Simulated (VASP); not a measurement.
All values below come from LDA (Ceperley-Alder, Perdew-Zunger), VASP's LDA PAW potentials (set 64) (plane waves; VASP).

VASP ran on this input.

POSCAR:
```
InAs
1.0
  0.0000000000   3.0300000000   3.0300000000
  3.0300000000   0.0000000000   3.0300000000
  3.0300000000   3.0300000000   0.0000000000
In As
1 1
direct
  0.0000000000   0.0000000000   0.0000000000
  0.2500000000   0.2500000000   0.2500000000
```

### INCAR
```
# general
SYSTEM =InAs
PREC   =Accurate
ENCUT  =520
LREAL  =.FALSE.
LASPH  =.TRUE.

# electronic loop
EDIFF  =1E-6
NELM   =100
ALGO   =Normal
LMAXMIX=4

# smearing
ISMEAR =0
SIGMA  =0.05

# ions
IBRION =2
NSW    =60
ISIF   =3
EDIFFG =-0.01

# output
LWAVE  =.FALSE.
LCHARG =.FALSE.
```

**KPOINTS**
```
kpoints
0
Gamma
  7 7 7
```

POTCAR, in this order: In_d As (LDA.64 set). Program: vasp_std.

What VASP printed:

**OUTCAR**
```
 ion  position               nearest neighbor table
   1  0.000  0.000  0.000-   2 2.62   2 2.62   2 2.62   2 2.62
   2  0.250  0.250  0.250-   1 2.62   1 2.62   1 2.62   1 2.62
  LATTYP: Found a face centered cubic cell.
 ALAT       =     6.0600000000
 Subroutine PRICEL returns:
 Original cell was already a primitive cell.
 Subroutine GETGRP returns: Found 24 space group operations
The static configuration has the point symmetry T_d .
The dynamic configuration has the point symmetry T_d .
 Subroutine INISYM returns: Found 24 space group operations
 Subroutine IBZKPT returns following result:
 Found     20 irreducible k-points:

 Following reciprocal coordinates:
            Coordinates               Weight
  0.000000  0.000000  0.000000      1.000000
  0.142857  0.000000  0.000000      8.000000
  0.285714  0.000000  0.000000      8.000000
  0.428571  0.000000  0.000000      8.000000
  0.142857  0.142857  0.000000      6.000000
  0.285714  0.142857  0.000000     24.000000
  0.428571  0.142857  0.000000     24.000000
 -0.428571  0.142857  0.000000     24.000000
 -0.285714  0.142857  0.000000     24.000000
...
```

File OSZICAR:
```
       N       E                     dE             d eps       ncg     rms          rms(c)
DAV:   1     0.116070881633E+03    0.11607E+03   -0.86275E+03   525   0.150E+03
DAV:   2    -0.560681295762E+00   -0.11663E+03   -0.11313E+03   525   0.331E+02
DAV:   3    -0.909724598746E+01   -0.85366E+01   -0.84705E+01   700   0.937E+01
DAV:   4    -0.932348312912E+01   -0.22624E+00   -0.22597E+00   595   0.170E+01
DAV:   5    -0.933210254946E+01   -0.86194E-02   -0.86191E-02   779   0.294E+00    0.460E+00
DAV:   6    -0.906099969166E+01    0.27110E+00   -0.44572E-01   778   0.127E+01    0.258E+00
DAV:   7    -0.902283818923E+01    0.38162E-01   -0.12914E-01   717   0.352E+00    0.672E-01
DAV:   8    -0.901937335630E+01    0.34648E-02   -0.11917E-02   644   0.157E+00    0.231E-01
DAV:   9    -0.901923590590E+01    0.13745E-03   -0.92327E-04   645   0.364E-01    0.131E-01
DAV:  10    -0.901926162591E+01   -0.25720E-04   -0.10593E-04   825   0.156E-01    0.766E-02
DAV:  11    -0.901926686991E+01   -0.52440E-05   -0.42278E-05   746   0.137E-01    0.819E-02
DAV:  12    -0.901926318515E+01    0.36848E-05   -0.78994E-06   623   0.390E-02    0.110E-02
DAV:  13    -0.901926318110E+01    0.40504E-08   -0.88213E-07   360   0.660E-03
   1 F= -.90192632E+01 E0= -.90191507E+01  d E =-.901926E+01
       N       E                     dE             d eps       ncg     rms          rms(c)
DAV:   1    -0.909086168318E+01   -0.71598E-01   -0.17270E+00   665   0.284E+01    0.176E+00
DAV:   2    -0.903032801152E+01    0.60534E-01   -0.13659E-01   635   0.989E+00    0.577E-01
DAV:   3    -0.902107068606E+01    0.92573E-02   -0.28010E-02   690   0.390E+00    0.372E-01
DAV:   4    -0.902096529063E+01    0.10540E-03   -0.11418E-03   535   0.351E-01    0.264E-01
DAV:   5    -0.902075080425E+01    0.21449E-03   -0.15655E-04   682   0.145E-01    0.956E-02
DAV:   6    -0.902073452748E+01    0.16277E-04   -0.42149E-05   765   0.884E-02    0.170E-02
DAV:   7    -0.902073430511E+01    0.22237E-06   -0.43764E-06   605   0.376E-02
   2 F= -.90207343E+01 E0= -.90206219E+01  d E =-.147112E-02
       N       E                     dE             d eps       ncg     rms          rms(c)
DAV:   1    -0.902861107926E+01   -0.78766E-02   -0.18939E-01   665   0.972E+00    0.555E-01
DAV:   2    -0.902226413455E+01    0.63469E-02   -0.13765E-02   645   0.300E+00    0.192E-01
DAV:   3    -0.902122904236E+01    0.10351E-02   -0.32682E-03   690   0.132E+00    0.117E-01
DAV:   4    -0.902122215284E+01    0.68895E-05   -0.13183E-04   540   0.124E-01    0.862E-02
DAV:   5    -0.902119742779E+01    0.24725E-04   -0.15861E-05   646   0.441E-02    0.356E-02
DAV:   6    -0.902119475121E+01    0.26766E-05   -0.55788E-06   762   0.291E-02    0.529E-03
DAV:   7    -0.902119468474E+01    0.66467E-07   -0.53013E-07   290   0.156E-02
   3 F= -.90211947E+01 E0= -.90210822E+01  d E =-.193150E-02
```

OUTCAR:
```
------------------------ aborting loop because EDIFF is reached ----------------------------------------
  FORCE on cell =-STRESS in cart. coord.  units (eV):
  Direction    XX          YY          ZZ          XY          YZ          ZX
  --------------------------------------------------------------------------------------
  Total        0.0042260      0.0042260      0.0042260     -0.0000000      0.0000000     -0.0000000
  in kB        0.1233811      0.1233811      0.1233811     -0.0000000      0.0000000     -0.0000000
  external PRESSURE =       0.1233811 kB  Pullay stress =       0.0000000 kB
  volume of cell :       54.88
      direct lattice vectors                 reciprocal lattice vectors
    -0.000000000  3.016163489  3.016163489    -0.165773507  0.165773507  0.165773507
     3.016163489  0.000000000  3.016163489     0.165773507 -0.165773507  0.165773507
     3.016163489  3.016163489 -0.000000000     0.165773507  0.165773507 -0.165773507
  FREE ENERGIE OF THE ION-ELECTRON SYSTEM (eV)
  ---------------------------------------------------
  free  energy   TOTEN  =        -9.0211946847 eV

  energy  without entropy=       -9.0209698126  energy(sigma->0) =       -9.02108225

 reached required accuracy - stopping structural energy minimisation
```
(Selected blocks of OUTCAR.)

CONTCAR:
```
InAs
   1.00000000000000
    -0.0000000000000000    3.0161634892034650    3.0161634892034650
     3.0161634892034650    0.0000000000000000    3.0161634892034650
     3.0161634892034650    3.0161634892034650   -0.0000000000000000
  In              As
     1     1
Direct
     0.0000000000000000    0.0000000000000000    0.0000000000000000
     0.2500000000000000    0.2500000000000000    0.2500000000000000
```

The compound is InAs in the zinc blende structure. This run relaxes it. Symmetry was kept, so distortions that lower it aren't found.
